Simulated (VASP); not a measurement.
# Lattice of Hf3C across functionals and dispersion corrections, part 3 of 5

How much does the cell of Hf3C depend on the functional? The cell is invented: it takes the structure of a Materials Project entry for Nb3Si (space group 223 there), with all of its atoms replaced by other elements, volume scaled by an estimate. It may not be a known or stable phase. LASPH is on for some levels and off for others; the table marks which.

VASP 6.6.1, plane waves and PAW; the level of theory is named at each step.

Still holding for the runs below: The k-mesh is coarse for a metal.

So far. Step 3 (Second relaxation): It ends with forces that vanish by symmetry and a pressure of -0.30 GPa. Step 4 (Relaxation with PBE): It ends with forces that vanish by symmetry and a pressure of 0.00 GPa. The conventional cell has a = 5.198 Å.

## 5. Relaxation with LDA

This step: LDA; plane waves and PAW (Hf_pv, C); invented cell (VASP 6.6.1).

LDA, the lowest rung, knows the local density alone.

INCAR reads:

```
SYSTEM = Hf3C
PREC = Accurate
ENCUT = 560
EDIFF = 1E-06
NELM = 100
ISMEAR = -1
SIGMA = 0.05
LREAL = .FALSE.
ALGO = Normal
GGA = CA
NBANDS = 42
LORBIT = 11
LWAVE = .FALSE.
LCHARG = .FALSE.
KPAR = 4
IBRION = 2
NSW = 60
ISIF = 3
EDIFFG = -0.01
```

POSCAR reads:

```
Hf3C
1.0
    5.2069509179      0.0000000000      0.0000000000
    0.0000000000      5.2069509179      0.0000000000
    0.0000000000      0.0000000000      5.2069509179
Hf C
6 2
Direct
    0.0000000000      0.5000000000      0.7500000000
    0.5000000000      0.2500000000      0.0000000000
    0.7500000000      0.0000000000      0.5000000000
    0.0000000000      0.5000000000      0.2500000000
    0.5000000000      0.7500000000      0.0000000000
    0.2500000000      0.0000000000      0.5000000000
    0.5000000000      0.5000000000      0.5000000000
    0.0000000000      0.0000000000      0.0000000000
```

KPOINTS reads:

```
Automatic mesh
0
Gamma
4 4 4
0 0 0
```

PAW data sets: Hf_pv and C (PBE family, release 64).

Run with:

```
$ mpirun -np 4 vasp_std
```

Output:

```text
[banner, memory and clock lines left out]
running    4 mpi-ranks, on    1 nodes
 distrk:  each k-point on    1 cores,    4 groups
 distr:  one band on    1 cores,    1 groups

 POSCAR found type information on POSCAR HfC
 POSCAR found :  2 types and       8 ions
|                                                                             |
|               ----> ADVICE to this user running VASP <----                  |
|                                                                             |
|     You enforced a specific xc type in the INCAR file but a different       |
|     [... a line on the potential file left out ...]
|     I HOPE YOU KNOW WHAT YOU ARE DOING!                                     |
|                                                                             |

 LDA part: xc-table for (Slater(with rela. corr.)+CA(PZ))
 , standard interpolation
 POSCAR, INCAR and KPOINTS ok, starting setup
 FFT: planning ... GRIDC
 FFT: planning ... GRID_SOFT
 FFT: planning ... GRID
 WAVECAR not read
 entering main loop
       N       E                     dE             d eps       ncg     rms          rms(c)
DAV:   1     0.291215903451E+03    0.29122E+03   -0.39109E+04   840   0.166E+03
DAV:   2    -0.566882085687E+02   -0.34790E+03   -0.33662E+03   948   0.388E+02
DAV:   3    -0.803732986031E+02   -0.23685E+02   -0.22762E+02  1128   0.576E+01
DAV:   4    -0.812001968350E+02   -0.82690E+00   -0.79918E+00  1056   0.993E+00
DAV:   5    -0.812195500091E+02   -0.19353E-01   -0.19283E-01  1086   0.140E+00    0.985E+01
DAV:   6    -0.787925520406E+02    0.24270E+01   -0.16779E+01  1060   0.112E+01    0.659E+01
DAV:   7    -0.794909121824E+02   -0.69836E+00   -0.19203E+01  1130   0.107E+01    0.870E+00
DAV:   8    -0.778530932247E+02    0.16378E+01   -0.11522E+01  1100   0.726E+00    0.519E+00
DAV:   9    -0.778821536847E+02   -0.29060E-01   -0.52882E-01   984   0.263E+00    0.375E+00
DAV:  10    -0.778831324799E+02   -0.97880E-03   -0.25370E-02  1094   0.472E-01    0.539E-01
DAV:  11    -0.778836898304E+02   -0.55735E-03   -0.10579E-02  1026   0.256E-01    0.101E+00
DAV:  12    -0.778828453103E+02    0.84452E-03   -0.57838E-03  1102   0.199E-01    0.954E-02
DAV:  13    -0.778828368997E+02    0.84105E-05   -0.27587E-04  1116   0.603E-02    0.194E-02
DAV:  14    -0.778828386949E+02   -0.17952E-05   -0.18155E-05   904   0.124E-02    0.399E-02
DAV:  15    -0.778828377124E+02    0.98252E-06   -0.45008E-06   898   0.533E-03
   1 F= -.77882838E+02 E0= -.77832088E+02  d E =-.778828E+02
 curvature:   0.00 expect dE= 0.000E+00 dE for cont linesearch  0.000E+00
 trial: gam= 0.00000 g(F)=  0.534E-51 g(S)=  0.133E+01 ort = 0.000E+00 (trialstep = 0.100E+01)
 search vector abs. value=  0.133E+01
 bond charge predicted
       N       E                     dE             d eps       ncg     rms          rms(c)
DAV:   1    -0.846400694654E+02   -0.67572E+01   -0.17484E+02   840   0.719E+01    0.421E+01
DAV:   2    -0.796444966551E+02    0.49956E+01   -0.11476E+01   886   0.172E+01    0.101E+01
DAV:   3    -0.781453990465E+02    0.14991E+01   -0.29743E+00   854   0.864E+00    0.311E+00
DAV:   4    -0.779641368096E+02    0.18126E+00   -0.39092E-01   956   0.316E+00    0.303E+00
DAV:   5    -0.779436041418E+02    0.20533E-01   -0.58289E-02   946   0.109E+00    0.106E+00
DAV:   6    -0.779443032974E+02   -0.69916E-03   -0.39845E-03  1026   0.254E-01    0.291E-01
DAV:   7    -0.779442948458E+02    0.84516E-05   -0.72836E-04  1080   0.813E-02    0.101E-01
DAV:   8    -0.779442532619E+02    0.41584E-04   -0.22633E-04  1072   0.413E-02    0.255E-02
DAV:   9    -0.779442532018E+02    0.60058E-07   -0.81960E-06   768   0.125E-02
   2 F= -.77944253E+02 E0= -.77913932E+02  d E =-.614155E-01
[...]
3 F= -.78261861E+02 E0= -.78219870E+02  d E =-.379023E+00
[...]
4 F= -.78261877E+02 E0= -.78220147E+02  d E =-.379039E+00
 curvature:  -0.22 expect dE=-0.272E-04 dE for cont linesearch -0.272E-04
 ZBRENT: accuracy reached
 trial: gam= 0.00000 g(F)=  0.178E-51 g(S)=  0.124E-03 ort =-0.128E-01 (trialstep = 0.910E+00)
 search vector abs. value=  0.124E-03
 bond charge predicted
       N       E                     dE             d eps       ncg     rms          rms(c)
DAV:   1    -0.782623600883E+02   -0.48321E-03   -0.12476E-02   844   0.606E-01    0.385E-01
DAV:   2    -0.782620139042E+02    0.34618E-03   -0.91513E-04   872   0.149E-01    0.841E-02
DAV:   3    -0.782619099010E+02    0.10400E-03   -0.17138E-04   874   0.641E-02    0.264E-02
DAV:   4    -0.782618917528E+02    0.18148E-04   -0.39204E-05   962   0.310E-02    0.197E-02
DAV:   5    -0.782618906671E+02    0.10857E-05   -0.32325E-06   706   0.811E-03    0.126E-02
DAV:   6    -0.782618906972E+02   -0.30113E-07   -0.41015E-07   434   0.348E-03
   5 F= -.78261891E+02 E0= -.78219955E+02  d E =-.137701E-04
 trial-energy change:   -0.000014  1 .order   -0.000011   -0.000113    0.000091
 step:   0.5023(harm=  0.5023)  dis= 0.00000  next Energy=   -78.261908 (dE=-0.311E-04)
 reached required accuracy - stopping structural energy minimisation
```

Wall time 81 s (4 MPI ranks of AMD EPYC 7R43, shared host); peak memory 0.82 GiB.

OUTCAR, selected parts (step 5):

```text
   NELECT =      68.0000    total number of electrons

 E-fermi :   5.6272

 k-point     1 :       0.0000    0.0000    0.0000
  band No.  band energies     occupation
    ...
     30       3.8368      2.00000
     31       3.8368      2.00000
     32       3.8368      2.00000
     33       4.7031      2.00000
     34       4.9156      2.00000
     35       5.7305      0.22500
     36       5.7305      0.22500
     37       5.7305      0.22500
     38       6.4709      0.00000
     39       6.4709      0.00000
    ...

  Total       -0.0671067     -0.0671067     -0.0671067     -0.0000000      0.0000000      0.0000000
  in kB       -0.8292497     -0.8292497     -0.8292497     -0.0000000      0.0000000      0.0000000
  external PRESSURE =      -0.8292497 kB  Pullay stress =       0.0000000 kB

 POSITION                                       TOTAL-FORCE (eV/Angst)
 -----------------------------------------------------------------------------------
      0.00000      2.53066      3.79599        -0.000000      0.000000     -0.000000
      2.53066      1.26533     -0.00000        -0.000000     -0.000000      0.000000
      3.79599     -0.00000      2.53066        -0.000000      0.000000      0.000000
      0.00000      2.53066      1.26533         0.000000     -0.000000      0.000000
      2.53066      3.79599     -0.00000         0.000000     -0.000000     -0.000000
      1.26533     -0.00000      2.53066         0.000000     -0.000000     -0.000000
      2.53066      2.53066      2.53066        -0.000000     -0.000000     -0.000000
      0.00000      0.00000      0.00000        -0.000000     -0.000000     -0.000000
 -----------------------------------------------------------------------------------
    total drift:                               -0.000000     -0.000000      0.000000

  FREE ENERGIE OF THE ION-ELECTRON SYSTEM (eV)
  ---------------------------------------------------
  free  energy   TOTEN  =       -78.2618906972 eV

  energy  without entropy=      -78.1780184172  energy(sigma->0) =      -78.21995456

[... 9 parts as in an earlier step ...]

[... 9 further parts left out ...]
```

The PAW data sets were made with PBE, though LDA sets exist; this is a small mismatch.

Relaxation path:

```
step  energy less that of the first step (eV)  largest force (eV/Å)  pressure (GPa)  volume (Å³)
   1                                   0.0000                0.0000           -9.74       141.17
   2                                  -0.0614                0.0000           11.85       120.37
   3                                  -0.3790                0.0000           -0.13       129.70
   4                                  -0.3790                0.0000            0.10       129.48
   5                                  -0.3791                0.0000           -0.08       129.66
```

```
conventional cell, symmetrised  before  after  change
                         a (Å)   5.207  5.061  -2.8 %
                         b (Å)   5.207  5.061  -2.8 %
                         c (Å)   5.207  5.061  -2.8 %
              volume (Å³/atom)   17.65  16.21  -8.2 %
```

Final coordinates:

```cif
data_structure
_symmetry_space_group_name_H-M 'P 1'
_symmetry_Int_Tables_number 1
_cell_length_a 5.0613
_cell_length_b 5.0613
_cell_length_c 5.0613
_cell_angle_alpha 90.000
_cell_angle_beta 90.000
_cell_angle_gamma 90.000
_cell_volume 129.66
loop_
_atom_site_label
_atom_site_type_symbol
_atom_site_fract_x
_atom_site_fract_y
_atom_site_fract_z
_atom_site_occupancy
Hf1 Hf 0.00000 0.50000 0.75000 1
Hf2 Hf 0.50000 0.25000 0.00000 1
Hf3 Hf 0.75000 0.00000 0.50000 1
Hf4 Hf 0.00000 0.50000 0.25000 1
Hf5 Hf 0.50000 0.75000 0.00000 1
Hf6 Hf 0.25000 0.00000 0.50000 1
C7 C 0.50000 0.50000 0.50000 1
C8 C 0.00000 0.00000 0.00000 1
```

This step gave:

```
free energy (TOTEN)             : -78.2619 eV
energy at zero smearing         : -78.2200 eV
Fermi energy                    : 5.627 eV
pressure                        : -0.08292 GPa
SCF cycles over all ionic steps : 45
```

It ends at 16.21 Å³/atom, -8.2 % from the start, with -0.08 GPa left. The conventional cell has a = 5.061 Å.

## 6. Relaxation with PBEsol

This step: PBEsol; plane waves and PAW (Hf_pv, C); invented cell (VASP 6.6.1).

PBEsol restores the gradient expansion of exchange and is tuned for the cells of solids.

Edit INCAR of step 5 so:

```diff
@@ -9,3 +9,3 @@
 ALGO = Normal
-GGA = CA
+GGA = PS
 NBANDS = 42
```

POSCAR is that of step 5.

KPOINTS is that of step 5.

Run with:

```
$ mpirun -np 4 vasp_std
```

Output:

```text
[banner, memory and clock lines left out]
running    4 mpi-ranks, on    1 nodes
[...]
[... a notice as in an earlier step ...]

 LDA part: xc-table for (Slater+PW92), standard interpolation
 POSCAR, INCAR and KPOINTS ok, starting setup
[...]
entering main loop
       N       E                     dE             d eps       ncg     rms          rms(c)
DAV:   1     0.294319976634E+03    0.29432E+03   -0.39156E+04   840   0.166E+03
DAV:   2    -0.546918362465E+02   -0.34901E+03   -0.33809E+03   956   0.389E+02
DAV:   3    -0.777143067845E+02   -0.23022E+02   -0.22133E+02  1128   0.575E+01
DAV:   4    -0.785198330962E+02   -0.80553E+00   -0.77544E+00  1048   0.982E+00
[...]
DAV:  14    -0.755107481345E+02   -0.23886E-05   -0.21166E-05   954   0.114E-02    0.303E-02
DAV:  15    -0.755107468825E+02    0.12520E-05   -0.55057E-06   914   0.537E-03    0.903E-04
DAV:  16    -0.755107468775E+02    0.50541E-08   -0.25675E-07   538   0.202E-03
   1 F= -.75510747E+02 E0= -.75460474E+02  d E =-.755107E+02
[...]
DAV:  10    -0.755545745945E+02    0.57124E-07   -0.41371E-07   472   0.275E-03
   2 F= -.75554575E+02 E0= -.75513514E+02  d E =-.438277E-01
 trial-energy change:   -0.043828  1 .order   -0.027920   -0.486027    0.430187
 step:   0.5562(harm=  0.5305)  dis= 0.00000  next Energy=   -75.648645 (dE=-0.138E+00)
[...]
N       E                     dE             d eps       ncg     rms          rms(c)
DAV:   1    -0.760974598563E+02   -0.54289E+00   -0.12068E+01   840   0.188E+01    0.120E+01
DAV:   2    -0.757687131339E+02    0.32875E+00   -0.90242E-01   868   0.462E+00    0.266E+00
DAV:   3    -0.756697249316E+02    0.98988E-01   -0.15618E-01   898   0.190E+00    0.851E-01
DAV:   4    -0.756510130617E+02    0.18712E-01   -0.41482E-02   924   0.998E-01    0.579E-01
DAV:   5    -0.756501928463E+02    0.82022E-03   -0.31938E-03  1036   0.248E-01    0.407E-01
DAV:   6    -0.756501874659E+02    0.53804E-05   -0.36698E-04   952   0.755E-02    0.749E-02
DAV:   7    -0.756501865170E+02    0.94886E-06   -0.23700E-05   970   0.209E-02    0.307E-02
DAV:   8    -0.756501865877E+02   -0.70647E-07   -0.11122E-06   550   0.452E-03
   3 F= -.75650187E+02 E0= -.75603379E+02  d E =-.139440E+00
[...]
reached required accuracy - stopping structural energy minimisation
```

Run time: 70 s. Hardware: 4 MPI ranks; peak memory 0.98 GiB; 4.6 min of CPU time.

Parts of OUTCAR (step 6):

```text
  Total       -0.0313639     -0.0313639     -0.0313639      0.0000000      0.0000000     -0.0000000
  in kB       -0.3751798     -0.3751798     -0.3751798      0.0000000      0.0000000     -0.0000000
  external PRESSURE =      -0.3751798 kB  Pullay stress =       0.0000000 kB

 POSITION                                       TOTAL-FORCE (eV/Angst)
 -----------------------------------------------------------------------------------
      0.00000      2.55822      3.83732         0.000000      0.000000      0.000000
      2.55822      1.27911      0.00000         0.000000     -0.000000      0.000000
      3.83732      0.00000      2.55822         0.000000     -0.000000      0.000000
      0.00000      2.55822      1.27911        -0.000000      0.000000     -0.000000
      2.55822      3.83732      0.00000         0.000000     -0.000000     -0.000000
      1.27911      0.00000      2.55822        -0.000000      0.000000     -0.000000
      2.55822      2.55822      2.55822        -0.000000     -0.000000     -0.000000
      0.00000      0.00000      0.00000        -0.000000     -0.000000     -0.000000
 -----------------------------------------------------------------------------------
    total drift:                               -0.000000     -0.000000      0.000000

  FREE ENERGIE OF THE ION-ELECTRON SYSTEM (eV)
  ---------------------------------------------------
  free  energy   TOTEN  =       -75.6501865877 eV

  energy  without entropy=      -75.5565711999  energy(sigma->0) =      -75.60337889

[... 2 parts as in an earlier step ...]

[... 2 further parts left out ...]
[key lines of the parts left out:]
E-fermi :   5.5337
```

The PAW data sets were made with PBE, which is usual practice but a small mismatch for other functionals.

Step by step:

```
step  energy less that of the first step (eV)  largest force (eV/Å)  pressure (GPa)  volume (Å³)
   1                                   0.0000                0.0000           -5.88       141.17
   2                                  -0.0438                0.0000            5.73       128.34
   3                                  -0.1394                0.0000           -0.04       133.94
```

```
conventional cell, symmetrised  before  after  change
                         a (Å)   5.207  5.116  -1.7 %
                         b (Å)   5.207  5.116  -1.7 %
                         c (Å)   5.207  5.116  -1.7 %
              volume (Å³/atom)   17.65  16.74  -5.1 %
```

Final coordinates:

```xyz
8
Lattice="5.1164 0.0000 0.0000 0.0000 5.1164 0.0000 0.0000 0.0000 5.1164" Properties=species:S:1:pos:R:3 pbc="T T T"
Hf    0.0000    2.5582    3.8373
Hf    2.5582    1.2791    0.0000
Hf    3.8373    0.0000    2.5582
Hf    0.0000    2.5582    1.2791
Hf    2.5582    3.8373    0.0000
Hf    1.2791    0.0000    2.5582
C     2.5582    2.5582    2.5582
C     0.0000    0.0000    0.0000
```

It ends at 16.74 Å³/atom, -5.1 % from the start, with -0.04 GPa left. The conventional cell has a = 5.116 Å.

## 7. Relaxation with r2SCAN

This step: r2SCAN; plane waves and PAW (Hf_pv, C); invented cell (VASP 6.6.1).

r2SCAN adds the kinetic-energy density, costs more than a GGA and is run with LASPH.

Edit INCAR of step 6 so:

```diff
@@ -9,3 +9,4 @@
 ALGO = Normal
-GGA = PS
+METAGGA = R2SCAN
+LASPH = .TRUE.
 NBANDS = 42
```

POSCAR is that of step 6.

KPOINTS is that of step 6.

Run with:

```
$ mpirun -np 4 vasp_std
```

Output:

```text
[banner, memory and clock lines left out]
running    4 mpi-ranks, on    1 nodes
[...]
[... a notice as in an earlier step ...]

 LDA part: xc-table for (None), standard interpolation
 POSCAR, INCAR and KPOINTS ok, starting setup
[...]
entering main loop
       N       E                     dE             d eps       ncg     rms          rms(c)
DAV:   1     0.816231117928E+02    0.81623E+02   -0.40559E+04   840   0.172E+03
DAV:   2    -0.277593221237E+03   -0.35922E+03   -0.34756E+03   948   0.403E+02
DAV:   3    -0.302293850780E+03   -0.24701E+02   -0.23733E+02  1128   0.602E+01
DAV:   4    -0.303174206443E+03   -0.88036E+00   -0.84702E+00  1064   0.106E+01
[...]
DAV:  13    -0.283589629235E+03    0.64492E-05   -0.77794E-05  1044   0.283E-02    0.136E-02
DAV:  14    -0.283589631390E+03   -0.21552E-05   -0.60581E-06   898   0.100E-02    0.187E-02
DAV:  15    -0.283589631544E+03   -0.15373E-06   -0.39536E-07   546   0.308E-03
   1 F= -.28358963E+03 E0= -.28354247E+03  d E =-.283590E+03
[...]
DAV:   9    -0.283600862962E+03    0.34244E-05   -0.94485E-06   960   0.949E-03    0.468E-03
DAV:  10    -0.283600863477E+03   -0.51445E-06   -0.27212E-07   512   0.238E-03
   2 F= -.28360086E+03 E0= -.28355574E+03  d E =-.112319E-01
 trial-energy change:   -0.011232  1 .order   -0.009517   -0.128109    0.109076
 step:   0.5509(harm=  0.5401)  dis= 0.00000  next Energy=  -283.625203 (dE=-0.356E-01)
[...]
N       E                     dE             d eps       ncg     rms          rms(c)
DAV:   1    -0.283727443105E+03   -0.12658E+00   -0.31292E+00   840   0.974E+00    0.640E+00
DAV:   2    -0.283654589617E+03    0.72853E-01   -0.26781E-01   878   0.259E+00    0.138E+00
DAV:   3    -0.283631135391E+03    0.23454E-01   -0.36346E-02   918   0.912E-01    0.507E-01
DAV:   4    -0.283625606199E+03    0.55292E-02   -0.11791E-02   874   0.536E-01    0.285E-01
[...]
DAV:   8    -0.283625424684E+03    0.33918E-05   -0.26486E-05   912   0.133E-02    0.575E-03
DAV:   9    -0.283625426546E+03   -0.18621E-05   -0.14159E-06   560   0.505E-03    0.178E-03
DAV:  10    -0.283625426321E+03    0.22559E-06   -0.13054E-07   440   0.166E-03
   3 F= -.28362543E+03 E0= -.28357871E+03  d E =-.357948E-01
[...]
reached required accuracy - stopping structural energy minimisation
```

The job ended after 4.2 min (4 MPI ranks; peak memory 1 GiB).

OUTCAR, selected parts (step 7):

```text
  Total       -0.0097744     -0.0097744     -0.0097744      0.0000000      0.0000000      0.0000000
  in kB       -0.1139253     -0.1139253     -0.1139253      0.0000000      0.0000000      0.0000000
  external PRESSURE =      -0.1139253 kB  Pullay stress =       0.0000000 kB

 POSITION                                       TOTAL-FORCE (eV/Angst)
 -----------------------------------------------------------------------------------
     -0.00000      2.58046      3.87069         0.000000     -0.000000     -0.000000
      2.58046      1.29023      0.00000        -0.000000      0.000000      0.000000
      3.87069      0.00000      2.58046        -0.000000      0.000000     -0.000000
     -0.00000      2.58046      1.29023        -0.000000      0.000000     -0.000000
      2.58046      3.87069     -0.00000         0.000000      0.000000     -0.000000
      1.29023      0.00000      2.58046         0.000000      0.000000     -0.000000
      2.58046      2.58046      2.58046         0.000000      0.000000     -0.000000
      0.00000      0.00000      0.00000         0.000000      0.000000     -0.000000
 -----------------------------------------------------------------------------------
    total drift:                               -0.000000     -0.000000      0.000000

  FREE ENERGIE OF THE ION-ELECTRON SYSTEM (eV)
  ---------------------------------------------------
  free  energy   TOTEN  =      -283.6254263207 eV

  energy  without entropy=     -283.5319924248  energy(sigma->0) =     -283.57870937

[... 2 parts as in an earlier step ...]

[... 2 further parts left out ...]
[key lines of the parts left out:]
E-fermi :   5.4595
```

Relaxation path:

```
step  energy less that of the first step (eV)  largest force (eV/Å)  pressure (GPa)  volume (Å³)
   1                                   0.0000                0.0000           -3.02       141.17
   2                                  -0.0112                0.0000            2.70       134.48
   3                                  -0.0358                0.0000           -0.01       137.46
```

```
conventional cell, symmetrised  before  after  change
                         a (Å)   5.207  5.161  -0.9 %
                         b (Å)   5.207  5.161  -0.9 %
                         c (Å)   5.207  5.161  -0.9 %
              volume (Å³/atom)   17.65  17.18  -2.6 %
```

The relaxed structure:

```xyz
8
Lattice="5.1609 0.0000 0.0000 0.0000 5.1609 0.0000 0.0000 0.0000 5.1609" Properties=species:S:1:pos:R:3 pbc="T T T"
Hf    0.0000    2.5805    3.8707
Hf    2.5805    1.2902    0.0000
Hf    3.8707    0.0000    2.5805
Hf    0.0000    2.5805    1.2902
Hf    2.5805    3.8707    0.0000
Hf    1.2902    0.0000    2.5805
C     2.5805    2.5805    2.5805
C     0.0000    0.0000    0.0000
```

It ends at 17.18 Å³/atom, -2.6 % from the start, with -0.01 GPa left. The conventional cell has a = 5.161 Å.

(Part 3 of 5 ends here.)

[Lines on the potential files, build, host, timing and source positions are cut from VASP's logs without a mark.]

[Logs are printed without paths, hosts, clocks, repeated set-up lines and the standing remarks that a program may print on its own settings, such as how far it seeks lower states.]

[Hosts, paths, dates, database ids (printed as entryN), source tags and the programs' standing remarks are cut or masked in the printed files.]

[A measured line is paired with the nearest computed mode of its activity, which favours agreement.]
